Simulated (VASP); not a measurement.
All values below come from PBE GGA, VASP's PBE PAW potentials (set 64) (plane waves; VASP 6.6.1).

VASP ran on this input.

KPOINTS:
```
Automatic mesh
0
Gamma
5 5 3
0 0 0
```

### INCAR
```
# general
SYSTEM  = Er2Te3
PREC    = Accurate
ENCUT   = 400
LREAL   = .False.   # projection in real space or not
LASPH   = .True.

# electronic loop
EDIFF   = 1E-6   # SCF stop (eV)
NELM    = 100
ALGO    = Normal   # blocked Davidson
LMAXMIX = 6   # l cut-off of mixed one-centre charges

# smearing
ISMEAR  = 0
SIGMA   = 0.05   # width (eV)

# functional
GGA     = PE   # PBE

# ions
ISIF    = 2

# output
LWAVE   = .False.
LCHARG  = .False.
```

POSCAR:
```
Er2Te3
1
    4.8691550000     0.0000000000     0.0000000000
   -2.4345780000     4.2168120000     0.0000000000
    0.0000000000     0.0000000000     7.5868810000
Er Te
2 3
Direct
  0.3333330000   0.6666670000   0.2467000000
  0.6666670000   0.3333330000   0.7533000000
  0.0000000000   0.0000000000   0.0000000000
  0.3333330000   0.6666670000   0.6470000000
  0.6666670000   0.3333330000   0.3530000000
```

POTCAR, in this order: Er_3 Te (PBE.64 set). Program: vasp_std.

Output

File OUTCAR:
```
 ion  position               nearest neighbor table
   1  0.333  0.667  0.247-   5 2.92   5 2.92   5 2.92   4 3.04   3 3.38   3 3.38   3 3.38
   2  0.667  0.333  0.753-   4 2.92   4 2.92   4 2.92   5 3.04   3 3.38   3 3.38   3 3.38
   3  0.000  0.000  0.000-   1 3.38   2 3.38   2 3.38   1 3.38   2 3.38   1 3.38
   4  0.333  0.667  0.647-   2 2.92   2 2.92   2 2.92   1 3.04   5 3.59   5 3.59   5 3.59
   5  0.667  0.333  0.353-   1 2.92   1 2.92   1 2.92   2 3.04   4 3.59   4 3.59   4 3.59
  LATTYP: Found a hexagonal cell.
 ALAT       =     4.8691550000
 C/A-ratio  =     1.5581514657
 Subroutine PRICEL returns:
 Original cell was already a primitive cell.
 Subroutine GETGRP returns: Found 12 space group operations
The static configuration has the point symmetry D_3d.
The dynamic configuration has the point symmetry D_3d.
 Subroutine INISYM returns: Found 12 space group operations
 Subroutine IBZKPT returns following result:
 Found     12 irreducible k-points:

 Following reciprocal coordinates:
            Coordinates               Weight
  0.000000  0.000000  0.000000      1.000000
  0.200000  0.000000  0.000000      6.000000
  0.400000  0.000000  0.000000      6.000000
  0.200000  0.200000  0.000000      6.000000
  0.400000  0.200000  0.000000      6.000000
  0.000000  0.000000  0.333333      2.000000
  0.200000  0.000000  0.333333      6.000000
  0.000000  0.200000  0.333333      6.000000
  0.400000  0.000000  0.333333      6.000000
  0.000000  0.400000  0.333333      6.000000
  0.200000  0.200000  0.333333     12.000000
  0.400000  0.200000  0.333333     12.000000
   k-points           NKPTS =     12   k-points in BZ     NKDIM =     12   number of bands    NBANDS=     22
   number of dos      NEDOS =    301   number of ions     NIONS =      5
   total plane-waves  NPLWV =  51200
   dimension x,y,z NGX =    32 NGY =   32 NGZ =   50
   dimension x,y,z NGXF=    64 NGYF=   64 NGZF=  100
   ions per type =               2   3
   PREC   = accura    normal or accurate (medium, high low for compatibility)
   ISTART =      0    job   : 0-new  1-cont  2-samecut
...
```

**OSZICAR**
```
       N       E                     dE             d eps       ncg     rms          rms(c)
DAV:   1     0.160812906087E+03    0.16081E+03   -0.13065E+04   936   0.121E+03
DAV:   2    -0.731619206386E+01   -0.16813E+03   -0.16345E+03   946   0.417E+02
DAV:   3    -0.236540331685E+02   -0.16338E+02   -0.15976E+02   936   0.805E+01
DAV:   4    -0.244763469119E+02   -0.82231E+00   -0.79818E+00  1016   0.261E+01
DAV:   5    -0.245091748148E+02   -0.32828E-01   -0.32822E-01   888   0.350E+00    0.284E+01
DAV:   6    -0.240438613721E+02    0.46531E+00   -0.13542E+00   936   0.111E+01    0.178E+01
DAV:   7    -0.240672635244E+02   -0.23402E-01   -0.92623E-01   968   0.942E+00    0.120E+00
DAV:   8    -0.240378176402E+02    0.29446E-01   -0.25939E-01   928   0.458E+00    0.859E-01
DAV:   9    -0.240391899896E+02   -0.13723E-02   -0.10438E-02   880   0.774E-01    0.305E-01
DAV:  10    -0.240393106347E+02   -0.12065E-03   -0.12732E-03  1000   0.438E-01    0.808E-02
DAV:  11    -0.240394817935E+02   -0.17116E-03   -0.16588E-04   704   0.847E-02    0.432E-02
DAV:  12    -0.240395291193E+02   -0.47326E-04   -0.66269E-05   792   0.538E-02    0.271E-02
DAV:  13    -0.240395360510E+02   -0.69318E-05   -0.11642E-05   712   0.221E-02    0.656E-03
DAV:  14    -0.240395370777E+02   -0.10266E-05   -0.22947E-06   552   0.125E-02    0.367E-03
DAV:  15    -0.240395373201E+02   -0.24245E-06   -0.55262E-07   480   0.963E-03
   1 F= -.24039537E+02 E0= -.24039537E+02  d E =-.106664E-13
```

File OUTCAR:
```
------------------------ aborting loop because EDIFF is reached ----------------------------------------
  FORCE on cell =-STRESS in cart. coord.  units (eV):
  Direction    XX          YY          ZZ          XY          YZ          ZX
  --------------------------------------------------------------------------------------
  Total        3.5671832      3.5671833      4.6710973     -0.0000004     -0.0000000      0.0000000
  in kB       36.6889163     36.6889176     48.0428086     -0.0000044     -0.0000000      0.0000000
  external PRESSURE =      40.4735475 kB  Pullay stress =       0.0000000 kB
  volume of cell :      155.78
      direct lattice vectors                 reciprocal lattice vectors
     4.869155000  0.000000000  0.000000000     0.205374444  0.118573013  0.000000000
    -2.434578000  4.216812000  0.000000000     0.000000000  0.237145977  0.000000000
     0.000000000  0.000000000  7.586881000     0.000000000  0.000000000  0.131806470
 POSITION                                       TOTAL-FORCE (eV/Angst)
 -----------------------------------------------------------------------------------
     -0.00000      2.81121      1.87168         0.000000      0.000000     -0.720239
      2.43458      1.40560      5.71520        -0.000000      0.000000      0.720239
      0.00000      0.00000      0.00000        -0.000000      0.000000      0.000000
     -0.00000      2.81121      4.90871        -0.000000      0.000000     -0.080849
      2.43458      1.40560      2.67817        -0.000000     -0.000000      0.080849
 -----------------------------------------------------------------------------------
    total drift:                                0.000000     -0.000000      0.000000
  FREE ENERGIE OF THE ION-ELECTRON SYSTEM (eV)
  ---------------------------------------------------
  free  energy   TOTEN  =       -24.0395373201 eV

  energy  without entropy=      -24.0395373201  energy(sigma->0) =      -24.03953732
```
(Selected blocks of OUTCAR.)

The 4f electrons are frozen in the core of the lanthanide potential, so 4f levels, which can set the real gap, and their magnetism are missing.

The structure was generated: Er2Te3 was put into the A-La2O3 type (P-3m1), which need not be its known phase. The cell was not relaxed at this level.
